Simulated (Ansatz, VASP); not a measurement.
# Rh (Rhodium) in two plane-wave programs

One calculation is typed for both programs; each brings its own data sets and cutoff. How far apart do they land? The cell is taken from a series of runs on this material, whose earlier steps may have relaxed or scaled it; both programs get it as it stands.

Method: plane waves, with VASP 6.6.1 beside it; single point at PBE and single point at PBE, spin-orbit coupling, in Ansatz 0.2.0.

## (1) Set-up

It takes space group Fm-3m (No. 225, cubic). The conventional cell has a = 3.803 Å, b = 3.803 Å, c = 3.803 Å, α = 90.00°, β = 90.00°, γ = 90.00°. Nearest to Rh lie 12 Rh at 2.69 Å.

As a file:

```cif
data_structure
_symmetry_space_group_name_H-M 'P 1'
_symmetry_Int_Tables_number 1
_cell_length_a 2.6892
_cell_length_b 2.6892
_cell_length_c 2.6892
_cell_angle_alpha 60.000
_cell_angle_beta 60.000
_cell_angle_gamma 60.000
_cell_volume 13.75
loop_
_atom_site_label
_atom_site_type_symbol
_atom_site_fract_x
_atom_site_fract_y
_atom_site_fract_z
_atom_site_occupancy
Rh1 Rh 0.00000 0.00000 0.00000 1
```

## (2) VASP: single point, PBE

A single point gives forces, pressure and levels at one fixed geometry, so differences don't come from the geometry; what else differs is listed under the comparison.

Lines of VASP's logs that name or quote its potential files are left out, and so is its time.

The input, INCAR:

```
SYSTEM = Rh
PREC = Accurate
ENCUT = 400
EDIFF = 1E-06
NELM = 100
ISMEAR = -1
SIGMA = 0.05
LREAL = .FALSE.
ALGO = Normal
GGA = PE
NBANDS = 13
LASPH = .TRUE.
LORBIT = 11
LWAVE = .FALSE.
LCHARG = .FALSE.
KPAR = 2
ISIF = 2
```

The input, POSCAR:

```
Rh
1.0
    0.0000000000      1.9015500000      1.9015500000
    1.9015500000      0.0000000000      1.9015500000
    1.9015500000      1.9015500000      0.0000000000
Rh
1
Direct
    0.0000000000      0.0000000000      0.0000000000
```

The input, KPOINTS:

```
Automatic mesh
0
Gamma
12 12 12
0 0 0
```

Potentials, in the order of the species: Rh_pv (PBE family, release 64).

Command:

```
mpirun -np 2 vasp_std
```

Numbers of over 12 decimals in the logs are rounded to 6 here.

What it wrote:

```text
[banner, memory and clock lines left out]
running    2 mpi-ranks, on    1 nodes
 distrk:  each k-point on    1 cores,    2 groups
 distr:  one band on    1 cores,    1 groups

 POSCAR found type information on POSCAR Rh
 POSCAR found :  1 types and       1 ions
 LDA part: xc-table for (Slater+PW92), standard interpolation
 POSCAR, INCAR and KPOINTS ok, starting setup
 FFT: planning ... GRIDC
 FFT: planning ... GRID_SOFT
 FFT: planning ... GRID
 WAVECAR not read
 entering main loop
       N       E                     dE             d eps       ncg     rms          rms(c)
DAV:   1     0.100040667297E+03    0.10004E+03   -0.77641E+03  1906   0.102E+03
DAV:   2    -0.652890827541E+01   -0.10657E+03   -0.10140E+03  1992   0.314E+02
DAV:   3    -0.775940196590E+01   -0.12305E+01   -0.12289E+01  2222   0.381E+01
DAV:   4    -0.776540514599E+01   -0.60032E-02   -0.60026E-02  2137   0.270E+00
DAV:   5    -0.776547865661E+01   -0.73511E-04   -0.73506E-04  2310   0.269E-01    0.101E+01
DAV:   6    -0.727553473598E+01    0.48994E+00   -0.82012E-01  2112   0.134E+01    0.365E+00
DAV:   7    -0.726220551893E+01    0.13329E-01   -0.76142E-02  2327   0.226E+00    0.156E+00
DAV:   8    -0.725868189418E+01    0.35236E-02   -0.63443E-03  2072   0.110E+00    0.106E-01
DAV:   9    -0.725850939057E+01    0.17250E-03   -0.31996E-04  2222   0.255E-01    0.139E-02
DAV:  10    -0.725850984159E+01   -0.45102E-06   -0.12831E-05  2207   0.482E-02    0.860E-03
DAV:  11    -0.725850842775E+01    0.14138E-05   -0.69944E-07  1516   0.106E-02    0.283E-04
DAV:  12    -0.725850838321E+01    0.44543E-07   -0.27743E-08  1421   0.225E-03
   1 F= -.72585084E+01 E0= -.72542813E+01  d E =-.845412E-02
```

OUTCAR, selected parts (step 2):

```text
ion  position               nearest neighbor table
   1  0.000  0.000  0.000-

  LATTYP: Found a face centered cubic cell.
 ALAT       =     3.8031000000

 Subroutine GETGRP returns: Found 48 space group operations
 (whereof 48 operations were pure point group operations)

The static configuration has the point symmetry O_h .

 Found     72 irreducible k-points:

   k-points           NKPTS =     72   k-points in BZ     NKDIM =     72   number of bands    NBANDS=     13

   dimension x,y,z NGX =    18 NGY =   18 NGZ =   18
   dimension x,y,z NGXF=    36 NGYF=   36 NGZF=   36

   ENCUT  =  400.0 eV  29.40 Ry    5.42 a.u.   4.39  4.39  4.39*2*pi/ulx,y,z

   NELECT =      15.0000    total number of electrons

 k-points in reciprocal lattice and weights: Automatic mesh
   0.00000000  0.00000000  0.00000000       0.001
   0.08333333  0.00000000  0.00000000       0.005
   0.16666667  0.00000000  0.00000000       0.005
   0.25000000  0.00000000  0.00000000       0.005
   0.33333333  0.00000000  0.00000000       0.005
   0.41666667  0.00000000  0.00000000       0.005
   0.50000000  0.00000000  0.00000000       0.002
   0.08333333  0.08333333  0.00000000       0.003
   0.16666667  0.08333333  0.00000000       0.014
[...]
-0.33333333  0.50000000  0.16666667       0.007
  -0.25000000  0.50000000  0.25000000       0.003

 average (electrostatic) potential at core
       1 -70.8057

 E-fermi :  11.9070

 k-point     1 :       0.0000    0.0000    0.0000
  band No.  band energies     occupation
    ...
      5       8.8119      2.00000
      6       8.8119      2.00000
      7       8.8119      2.00000
      8      10.8947      2.00000
      9      10.8947      2.00000
     10      27.8996      0.00000
     11      32.4083      0.00000
     12      33.3573      0.00000
     13      33.3573      0.00000

 k-point     2 :       0.0833    0.0000    0.0000
  band No.  band energies     occupation
    ...
      5       8.6938      2.00000
      6       8.9176      2.00000
      7       8.9176      2.00000
      8      10.8382      2.00000
      9      10.8382      2.00000
     10      28.2931      0.00000
     11      31.9651      0.00000
     12      32.4112      0.00000
     13      33.7623      0.00000

 k-point     3 :       0.1667    0.0000    0.0000
  band No.  band energies     occupation
    ...
      5       8.4845      2.00000
      6       9.1314      2.00000
      7       9.1314      2.00000
      8      10.7905      2.00000
      9      10.7905      2.00000
     10      29.0999      0.00000
     11      29.6249      0.00000
     12      32.4094      0.00000
     13      34.8845      0.00000

  Total        0.3707019      0.3707019      0.3707019      0.0000000      0.0000000     -0.0000000
  in kB       43.1898943     43.1898943     43.1898943      0.0000000      0.0000000     -0.0000000
  external PRESSURE =      43.1898943 kB  Pullay stress =       0.0000000 kB

  energy-cutoff  :      400.00
  volume of cell :       13.75
      direct lattice vectors                 reciprocal lattice vectors
     0.000000000  1.901550000  1.901550000    -0.262943388  0.262943388  0.262943388
     1.901550000  0.000000000  1.901550000     0.262943388 -0.262943388  0.262943388
     1.901550000  1.901550000  0.000000000     0.262943388  0.262943388 -0.262943388

 POSITION                                       TOTAL-FORCE (eV/Angst)
 -----------------------------------------------------------------------------------
      0.00000      0.00000      0.00000         0.000000      0.000000      0.000000
 -----------------------------------------------------------------------------------
    total drift:                                0.000000     -0.000000      0.000000

  FREE ENERGIE OF THE ION-ELECTRON SYSTEM (eV)
  ---------------------------------------------------
  free  energy   TOTEN  =        -7.2585083832 eV

  energy  without entropy=       -7.2500542619  energy(sigma->0) =       -7.25428132

 total charge
# of ion       s       p       d       tot
------------------------------------------
    1        0.415   6.304   7.066  13.785

[... 3 further parts left out ...]
```

The run ends at a pressure of 4.32 GPa.

## (3) Ansatz: single point, PBE

Ansatz runs on its default PAW (the set named soft_2) files.

The same cell, functional, mesh and smearing now go to Ansatz, which takes its cutoff from its data sets.

The input, input.yaml:

```yaml
crystal:
  lattice:
    - [0.0, 1.90155, 1.90155]
    - [1.90155, 0.0, 1.90155]
    - [1.90155, 1.90155, 0.0]
  atoms:
    - { symbol: Rh, position: [0.0, 0.0, 0.0] }
hamiltonian:
  xc: pbe
  pseudopotentials: { kind: paw }
kpoints:
  mp_grid: { grid: [12, 12, 12] }
scf:
  occupations: { method: fermi_dirac, width: 0.05 }
  n_extra_bands: 4
output:
  forces: true
  stress: true
  eigenvalues: true
```

Command:

```
ansatz run input.yaml --threads 2 --pin off --max-ram 4608MiB --backend cpu --events-out ev --progress --plain --runs-dir out
```

What it wrote:

```text
scf.n_extra_bands = 4 over 9 filled bands (N_el = 17.0): the run solves 13 bands
Engine: ansatz 0.2.0, aarch64-unknown-linux-gnu
Pseudopotentials: kind: paw
Pseudopotential: Rh, paw, valence charge 17, recommended cutoff 420 eV (normal), Rh.paw.azcp
Functional definition: PBE
  parameter kappa = 0.804
  parameter beta = 0.066725
  exchange = pbe_x(kappa = kappa, mu = beta*pi^2/3)
  correlation = pbe_c(beta = beta)
Crystal: 1 atoms, lattice volume = 13.752 Å³
Basis set: ecut = 420 eV, 283 PW (Γ), exchange–correlation on 36×36×36 points (8 copies of the dense FFT grid, shifted against one another)
Bands: 13, of which v1, the nominal top of the filled ones, is band 9 counted from 1 (8 counted from 0)
Symmetry: 48 space group operations
Space group: Fm-3m (ITA 225), of the structure as read, at distance tolerance 2.4e-5 Å
k-points: 72 of 1728
Non-local potential: Rh, projectors of the file, l = 0: 3, l = 1: 2, l = 2: 2, l = 3: 1
PAW form: soft (Blöchl's): semilocal exchange-correlation on the pseudo side does not see the compensation charge
PAW one-centre angular grid: Rh, 590 points (default); XC on 64 Gauss nodes
Initial density: superposition of atomic densities (neutral atoms: chi_scale 0, normalization atom), corrected by the library's trained network
Initial wavefunctions: pseudopotential atomic-orbital guess
Functional: x = pbe(κ = 0.804, μ = 0.219515), c = pbe(β = 0.066725)
SCF iter   1: F=—  HF=-6402.890923 eV  |F-HF|=—  |Δ(HF+E_count)|=         —  Δρ=2.76e-3  dr2=1.79e-4  ethr=1.77e-3  ⟨swp⟩=5.2  Hψ=5239  notcnv=0
preconditioner: auto → none  [metal: Δε(μ)=0.112 eV  Ē_g=13.981 eV  σ=0.050 eV  W_gap=0.49  n_scr=0 (ndim 8)  ℏωp=30.0 eV  f_vac=0.000  D(μ)=0.96/eV (n_scr^D=14)]
SCF iter   2: F=—  HF=-6402.891036 eV  |F-HF|=—  |Δ(HF+E_count)|=   1.13e-4  Δρ=1.41e-3  dr2=4.34e-5  ethr=1.05e-6  ⟨swp⟩=2.6  Hψ=2179  notcnv=0
SCF iter   3: F=—  HF=-6402.891083 eV  |F-HF|=—  |Δ(HF+E_count)|=   4.73e-5  Δρ=1.40e-4  dr2=6.19e-7  ethr=2.55e-7  ⟨swp⟩=2.1  Hψ=1293  notcnv=0
SCF iter   4: F=—  HF=-6402.891083 eV  |F-HF|=—  |Δ(HF+E_count)|=   1.43e-8  Δρ=5.43e-5  dr2=1.34e-7  ethr=3.64e-9  ⟨swp⟩=2.6  Hψ=1447  notcnv=0
SCF iter   5: F=—  HF=-6402.891083 eV  |F-HF|=—  |Δ(HF+E_count)|=   7.52e-8  Δρ=4.55e-5  dr2=2.65e-7  ethr=7.87e-10  ⟨swp⟩=2.0  Hψ=1309  notcnv=0
SCF iter   6: F=-6402.891083 eV  HF=-6402.891083 eV  |F-HF|=1.78e-9  |Δ(HF+E_count)|=   7.67e-8  Δρ=5.21e-6  dr2=2.71e-9  ethr=5.88e-10  ⟨swp⟩=2.6  Hψ=3202  notcnv=0
SCF 1 converged in 6 iterations: F = -6402.891083 eV  dr2 = 2.71e-9
  greatest PAW one-centre occupation: 1.000 electrons in one spin orbital (limit 2), on the Rh atom at site 0 (counted from 0), in its partial waves of l = 0
SCF converged after 6 iterations
Free energy (F): -6402.891083 eV
Harris-Foulkes:  -6402.891083 eV  (|F-HF|=1.78e-9)
Internal energy: -6402.882642 eV  (E = F + TS)
E sigma→0 (E₀):  -6402.886862 eV
Entropy (-TS):   -0.008441 eV (-8.441 meV/atom)
Fermi energy:    22.394007 eV
--- Per-component energies (eV) ---
  E_band       = -85.541515
  E_kinetic    = 573.420476
  E_local      = -1563.096266  (includes V_loc(G=0)·N_el)
  E_nonlocal   = 354.401334
  E_hartree    = 549.725683
  E_xc         = -222.053053
  E_vxc        = -278.783304  (∫ρ·V_xc dr)
  E_paw        = -3586.815906  (= ΣΔE_a)
  E_vpaw       = -270.938067  (= ΣTr[D̂ρ^β])
  E_aug_tail   = 0.000848  (compensation charges beyond the density's cutoff)
  E_ewald      = -2508.465759
  E_smearing   = -0.008441  (= −TS)
  E_closure    = -0.000000  (closes the sum)
  Σ components = -6402.891083   (vs F -6402.891083, Δ=0.00e0)
--- Forces (eV/Å), atoms counted from 1 ---
  atom   1  Rh     0.00000000     0.00000000     0.00000000
  max |Σ_I F_I| component: 3.90e-32 eV/Å
--- Stress (GPa, compression-positive) ---
        5.581028       0.000000       0.000000
       -0.000000       5.581028      -0.000000
        0.000000       0.000000       5.581028
  P = ⅓ Tr σ = 5.5810 GPa (55.810 kbar)
--- Band table (eV; the first three rows and the last of 72) ---
  k-point 0: bands = [... 5 lower, 19.2947, 19.2947, 19.2947, 21.3778, 21.3778, 38.1895, 43.5208, 43.5208]
  k-point 1: bands = [... 5 lower, 19.1770, 19.4007, 19.4007, 21.3215, 21.3215, 38.5776, 42.2145, 43.9230]
  k-point 2: bands = [... 5 lower, 18.9682, 19.6150, 19.6150, 21.2750, 21.2750, 39.3981, 39.9398, 45.0399]
  k-point 71: bands = [... 5 lower, 18.5760, 18.5760, 21.1689, 23.3629, 32.0023, 32.0023, 33.6112, 35.0236]
```

The column dr2 measures how far the density is from self-consistency, as an energy; F and HF (Harris–Foulkes) agree once it is small.

The run ends at a pressure of 5.58 GPa.

## (4) Comparison

Known differences besides the PAW data sets themselves: the data sets hold 17 valence electrons in Ansatz (default PAW (the set named soft_2) files) and 15 in VASP; the cutoff is 420 eV in Ansatz and 400 eV in VASP. Total energies have different zeros and are not compared.

The two programs side by side:

| quantity | Ansatz | VASP | difference |
| --- | --- | --- | --- |
| pressure (GPa) | 5.58 | 4.32 | +1.26 |

Ansatz's pressure holds a Pulay correction of 0.12 GPa; VASP's holds none.

## (5) What moves the difference

The difference is large enough to ask for its cause, so further runs change the set-up of one program at a time, as the table lists.

```
                                                    run  difference in pressure (GPa)
                                               as above                           1.3
VASP with the data sets Rh_sv_GW and a cutoff of 570 eV                           1.7
```

## (6) Ansatz: single point, PBE, spin-orbit coupling

A single point gives forces, pressure and levels at one fixed geometry, so differences don't come from the geometry; what else differs is listed under the comparison.

The cell is taken from a series of runs on this material, whose earlier steps may have relaxed or scaled it; both programs get it as it stands.

The input, input.yaml:

```yaml
crystal:
  lattice:
    - [0.0, 1.90155, 1.90155]
    - [1.90155, 0.0, 1.90155]
    - [1.90155, 1.90155, 0.0]
  atoms:
    - { symbol: Rh, position: [0.0, 0.0, 0.0] }
hamiltonian:
  xc: pbe
  pseudopotentials: { kind: paw_fr }
magnetization:
  noncollinear: true
  spin_orbit: true
kpoints:
  mp_grid: { grid: [15, 15, 15] }
  band_path:
    path:
      - [0.0, 0.0, 0.0]
      - [0.16667, 0.0, 0.16667]
      - [0.33333, 0.0, 0.33333]
      - [0.5, 0.0, 0.5]
      - [0.5, 0.08333, 0.58333]
      - [0.5, 0.18333, 0.68333]
      - [0.5, 0.25, 0.75]
      - [0.45, 0.3, 0.75]
      - [0.40833, 0.34167, 0.75]
      - [0.35, 0.35, 0.7]
      - [0.225, 0.225, 0.45]
      - [0.075, 0.075, 0.15]
      - [0.03333, 0.03333, 0.03333]
      - [0.23333, 0.23333, 0.23333]
      - [0.4, 0.4, 0.4]
      - [0.51667, 0.46667, 0.51667]
      - [0.55833, 0.38333, 0.55833]
      - [0.60833, 0.28333, 0.60833]
      - [0.60833, 0.25, 0.64167]
      - [0.55833, 0.25, 0.69167]
      - [0.51667, 0.25, 0.73333]
      - [0.5, 0.3, 0.7]
      - [0.5, 0.38333, 0.61667]
      - [0.5, 0.48333, 0.51667]
      - [0.475, 0.475, 0.55]
      - [0.425, 0.425, 0.65]
      - [0.38333, 0.38333, 0.73333]
      - [0.59167, 0.18333, 0.59167]
      - [0.55, 0.1, 0.55]
      - [0.5, 0.0, 0.5]
    npoints: 1
scf:
  occupations: { method: fermi_dirac, width: 0.05 }
  n_extra_bands: 12
output:
  forces: true
  stress: true
  eigenvalues: true
```

What it wrote:

```text
[...]
non-collinear run that drives no moment, with spin-orbit: no starting moment large enough to seed its density (crystal.atoms[].spin), no starting occupations that ask for one, no magnetisation constraint and no magnetic field, so the semilocal B_xc is pinned to zero
Crystal: 1 atoms, lattice volume = 13.752 Å³
[...]
k-point 1: bands = [... 13 lower, 19.2709, 19.5036, 19.5036, 21.3666, 21.3666, 21.3859, 21.3859, 38.4439, ... 8 higher]
  k-point 2: bands = [... 13 lower, 19.4128, 19.6676, 19.6676, 21.2710, 21.2710, 21.3502, 21.3502, 39.0829, ... 8 higher]
  k-point 119: bands = [... 13 lower, 18.8625, 21.2196, 21.2196, 23.3070, 23.3070, 31.5279, 31.5279, 31.8646, ... 8 higher]
[key lines of the parts left out:]
SCF converged after 6 iterations
Magnetization: |M| = 0.0000 μB,  M = (+0.0000, +0.0000, +0.0000) μB
Free energy (F): -6404.701788 eV
Fermi energy:    22.413926 eV
P = ⅓ Tr σ = 5.9484 GPa (59.484 kbar)
```

## (7) VASP: single point, PBE, spin-orbit coupling

The same cell, functional, mesh and smearing now go to VASP, with its own data sets and cutoff.

The input, INCAR:

```
SYSTEM = Rh
PREC = Accurate
ENCUT = 570
EDIFF = 1E-06
NELM = 100
ISMEAR = -1
SIGMA = 0.05
LREAL = .FALSE.
ALGO = Normal
GGA = PE
LNONCOLLINEAR = .TRUE.
MAGMOM = 0 0 0
NBANDS = 28
GGA_COMPAT = .FALSE.
LASPH = .TRUE.
LSORBIT = .TRUE.
LMAXMIX = 4
LORBIT = 11
LWAVE = .FALSE.
LCHARG = .FALSE.
KPAR = 2
ISIF = 2
```

POSCAR is that of step 2.

The input, KPOINTS:

```
Automatic mesh
0
Gamma
15 15 15
0 0 0
```

The projector-augmented-wave data sets are Rh_sv_GW (PBE family, release 64).

Command:

```
mpirun -np 2 vasp_ncl
```

What it wrote:

```text
[... set-up lines as in an earlier step ...]
 entering main loop
       N       E                     dE             d eps       ncg     rms          rms(c)
DAV:   1     0.358779950461E+03    0.35878E+03   -0.10210E+04  6848   0.166E+03
DAV:   2     0.152649405397E+02   -0.34352E+03   -0.31653E+03  6720   0.769E+02
DAV:   3    -0.733449190787E+01   -0.22599E+02   -0.21705E+02 10624   0.209E+02
DAV:   4    -0.776245384477E+01   -0.42796E+00   -0.42555E+00 10252   0.337E+01
[...]
DAV:  10    -0.669974957099E+01    0.97669E-04   -0.27840E-04  8092   0.445E-01    0.202E-01
DAV:  11    -0.669975809342E+01   -0.85224E-05   -0.36515E-05 10920   0.153E-01    0.102E-02
DAV:  12    -0.669975830773E+01   -0.21431E-06   -0.68689E-07  5468   0.152E-02
   1 F= -.66997583E+01 E0= -.66943118E+01  d E =-.108930E-01  mag=    -0.0000     0.0000     0.0000
```

Parts of OUTCAR (step 7):

```text
  Total        0.3711283      0.3711283      0.3711283      0.0000000     -0.0000000      0.0000000
  in kB       43.2395773     43.2395773     43.2395773      0.0000000     -0.0000000      0.0000000
  external PRESSURE =      43.2395773 kB  Pullay stress =       0.0000000 kB

 POSITION                                       TOTAL-FORCE (eV/Angst)
 -----------------------------------------------------------------------------------
      0.00000      0.00000      0.00000        -0.000000      0.000000      0.000000
 -----------------------------------------------------------------------------------
    total drift:                                0.000000      0.000000     -0.000000

  FREE ENERGIE OF THE ION-ELECTRON SYSTEM (eV)
  ---------------------------------------------------
  free  energy   TOTEN  =        -6.6997583077 eV

  energy  without entropy=       -6.6888653264  energy(sigma->0) =       -6.69431182

 magnetization (x)
# of ion       s       p       d       f       tot
--------------------------------------------------
    1       -0.000   0.000   0.000   0.000   0.000

 magnetization (y)
# of ion       s       p       d       f       tot
--------------------------------------------------
    1        0.000   0.000   0.000   0.000   0.000

 magnetization (z)
# of ion       s       p       d       f       tot
--------------------------------------------------
    1        0.000  -0.000   0.000  -0.000  -0.000

[... 3 further parts left out ...]
[key lines of the parts left out:]
E-fermi :  10.8967
```

The run ends at a pressure of 4.32 GPa.

## (8) Comparison

What differs besides the data sets and the points named for the pairs above, as far as they apply: spin-orbit coupling enters by fully relativistic files in Ansatz and inside the spheres in VASP; the cutoff is 420 eV in Ansatz and 570 eV in VASP. Total energies have different zeros and are not compared.

The two programs side by side:

```csv
quantity,Ansatz,VASP,difference
pressure (GPa),5.95,4.32,+1.62
```

Ansatz's pressure holds a Pulay correction of 0.12 GPa; VASP's holds none.

## (9) Summary of results

```yaml
difference_in_pressure_single_point_pbe: 1.3 GPa
difference_in_pressure_single_point_pbe_spin_orbit_coupling: 1.6 GPa
```

**Reading.** The difference in pressure is 1.6 GPa (single point, PBE, spin-orbit coupling), beyond the 1 GPa picked in this series as the mark of a large difference. For single point, PBE: no further run halves the difference in pressure. No further run was made for the single point, PBE, spin-orbit coupling pair, so its cause stays open. How closely two codes agree says nothing of how well the functional describes the real material.

[Lines on the potential files, build, host, timing and source positions are cut from VASP's logs without a mark.]

[Logs are printed without paths, hosts, clocks, repeated set-up lines and the standing remarks that a program may print on its own settings, such as how far it seeks lower states.]

[Hosts, paths, dates, database ids (printed as entryN), source tags and the programs' standing remarks are cut or masked in the printed files.]
